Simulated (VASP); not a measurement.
These are PBE GGA, VASP's PBE PAW potentials (set 64) (plane waves; VASP) values and carry that method's errors.

VASP input:

### KPOINTS
```
Automatic mesh
0
Gamma
 6 6 6
```

**INCAR**
```
NELM = 100
ALGO = Normal   # blocked Davidson
EDIFF = 1E-6
LWAVE = .False.
SIGMA = 0.05   # width (eV)
LREAL = .False.
SYSTEM = NaI
ISMEAR = 0
LASPH = .True.   # aspherical one-centre terms
PREC = Accurate
GGA = PE
LMAXMIX = 4   # l cut-off of mixed one-centre charges
ENCUT = 520
LCHARG = .True.
```

### POSCAR
```
NaI
1
    0.0000000000     3.2637976522     3.2637976522
    3.2637976522     0.0000000000     3.2637976522
    3.2637976522     3.2637976522     0.0000000000
Na I
1 1
Direct
  0.0000000000   0.0000000000   0.0000000000
  0.5000000000   0.5000000000   0.5000000000
```

POTCAR, in this order: Na_pv I (PBE.64 set). Program: vasp_std.

Output

OSZICAR:
```
       N       E                     dE             d eps       ncg     rms          rms(c)
DAV:   1     0.756527148262E+02    0.75653E+02   -0.68998E+03   352   0.115E+03
DAV:   2     0.107763700951E+01   -0.74575E+02   -0.70200E+02   374   0.226E+02
DAV:   3    -0.527260183051E+01   -0.63502E+01   -0.63117E+01   424   0.683E+01
DAV:   4    -0.545314384889E+01   -0.18054E+00   -0.18042E+00   426   0.127E+01
DAV:   5    -0.545875028324E+01   -0.56064E-02   -0.56063E-02   414   0.225E+00    0.162E+00
DAV:   6    -0.539453434313E+01    0.64216E-01   -0.91804E-02   412   0.200E+00    0.110E+00
DAV:   7    -0.538524302281E+01    0.92913E-02   -0.76560E-02   403   0.169E+00    0.588E-01
DAV:   8    -0.538744551385E+01   -0.22025E-02   -0.55782E-03   358   0.722E-01    0.157E-01
DAV:   9    -0.538741202249E+01    0.33491E-04   -0.15057E-04   409   0.136E-01    0.460E-02
DAV:  10    -0.538742676809E+01   -0.14746E-04   -0.43336E-05   400   0.803E-02    0.692E-03
DAV:  11    -0.538742709465E+01   -0.32657E-06   -0.45951E-06   376   0.247E-02
   1 F= -.53874271E+01 E0= -.53874271E+01  d E =-.667517E-16
```

### OUTCAR
```
------------------------ aborting loop because EDIFF is reached ----------------------------------------
  FORCE on cell =-STRESS in cart. coord.  units (eV):
  Direction    XX          YY          ZZ          XY          YZ          ZX
  --------------------------------------------------------------------------------------
  Total        0.0152327      0.0152327      0.0152327     -0.0000000      0.0000000      0.0000000
  in kB        0.3509838      0.3509838      0.3509838     -0.0000000      0.0000000      0.0000000
  external PRESSURE =       0.3509838 kB  Pullay stress =       0.0000000 kB
  volume of cell :       69.53
      direct lattice vectors                 reciprocal lattice vectors
     0.000000000  3.263797652  3.263797652    -0.153195772  0.153195772  0.153195772
     3.263797652  0.000000000  3.263797652     0.153195772 -0.153195772  0.153195772
     3.263797652  3.263797652  0.000000000     0.153195772  0.153195772 -0.153195772
  FREE ENERGIE OF THE ION-ELECTRON SYSTEM (eV)
  ---------------------------------------------------
  free  energy   TOTEN  =        -5.3874270947 eV

  energy  without entropy=       -5.3874270947  energy(sigma->0) =       -5.38742709
```
(Selected blocks of OUTCAR.)

The compound is NaI in the rock salt structure. It was relaxed first.
